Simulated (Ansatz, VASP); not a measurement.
## K2PdC2 in VASP and in Ansatz

File INCAR:

```
SYSTEM = K2PdC2
PREC     = Accurate       ! precision mode
ENCUT    = 520            ! plane-wave cutoff, eV
EDIFF    = 1E-6           ! SCF threshold, eV
ISMEAR   = 0              ! smearing method
SIGMA    = 0.05           ! smearing width, eV
LREAL    = .FALSE.        ! projectors in reciprocal space
LASPH    = .TRUE.         ! aspherical terms in the spheres
NELM     = 100            ! most SCF steps
ALGO     = Normal         ! electronic algorithm
ISIF     = 2              ! what is computed and relaxed
LWAVE    = .FALSE.        ! write WAVECAR
LCHARG   = .FALSE.        ! write CHGCAR
GGA      = CA             ! functional
NBANDS   = 26             ! bands
```

The input KPOINTS:

```
Automatic mesh
0
G
  9 9 6
  0 0 0
```

File POSCAR:

```
K2PdC2
1.0
    5.1181840614      0.0000000000      0.0000000000
   -2.5590920307      4.4324774185      0.0000000000
    0.0000000000      0.0000000000      5.2581371800
K Pd C
2 1 2
Direct
    0.6666666667      0.3333333333      0.7201982100
    0.3333333333      0.6666666667      0.2798017900
    0.0000000000      0.0000000000      0.0000000000
    0.0000000000      0.0000000000      0.6201967800
    0.0000000000      0.0000000000      0.3798032200
```

Input for Ansatz:

```yaml
crystal:
  lattice:
    - [5.1181840614, 0.0, 0.0]
    - [-2.5590920307, 4.4324774185, 0.0]
    - [0.0, 0.0, 5.25813718]
  atoms:
    - { symbol: K, position: [0.6666666667, 0.3333333333, 0.72019821] }
    - { symbol: K, position: [0.3333333333, 0.6666666667, 0.27980179] }
    - { symbol: Pd, position: [0.0, 0.0, 0.0] }
    - { symbol: C, position: [0.0, 0.0, 0.62019678] }
    - { symbol: C, position: [0.0, 0.0, 0.37980322] }
basis:
  ecutwfc: 420
kpoints:
  mp_grid: { grid: [9, 9, 6] }
hamiltonian:
  xc: lda
scf:
  occupations: { method: gaussian, width: 0.05 }
output:
  forces: true
  stress: true
  eigenvalues: true
```

The cell comes from a database or a generator and needn't be the stable form of this composition.

Alike in both runs: task single point; functional LDA; k mesh 9 × 9 × 6; occupations gaussian, width 0.05 eV; no spin polarisation.

|  | VASP | Ansatz |
| --- | --- | --- |
| version | VASP 6.6.1 | Ansatz 0.2.0 |
| potentials or method | VASP PAW LDA potentials, release 64 (K_sv, Pd, C) | scalar-relativistic, plane waves, PAW |
| plane-wave cutoff (eV) | 520 | 420 |
| valence electrons in the cell | 36 | 44 |

VASP gave:

```
gap on the k mesh at the Fermi level (eV)       : 1.39
least direct gap on the mesh (eV)               : 1.42
pressure (GPa)                                  : -2.5
largest component of the traceless stress (GPa) : 1.21
rms of the force components (eV/Å)              : 0.143
```

Problem. Which values does Ansatz return?

Solution. gap on the k mesh at the Fermi level (eV): 1.39; least direct gap on the mesh (eV): 1.41; pressure (GPa): -2.6; largest component of the traceless stress (GPa): 1.33; rms of the force components (eV/Å): 0.124.

Atom by atom the forces differ by 0.019 eV/Å (rms over components). The two sets of potentials don't hold the same shells in valence.

Caveats: an odd mesh through Γ misses points on the zone boundary, where band edges often lie.
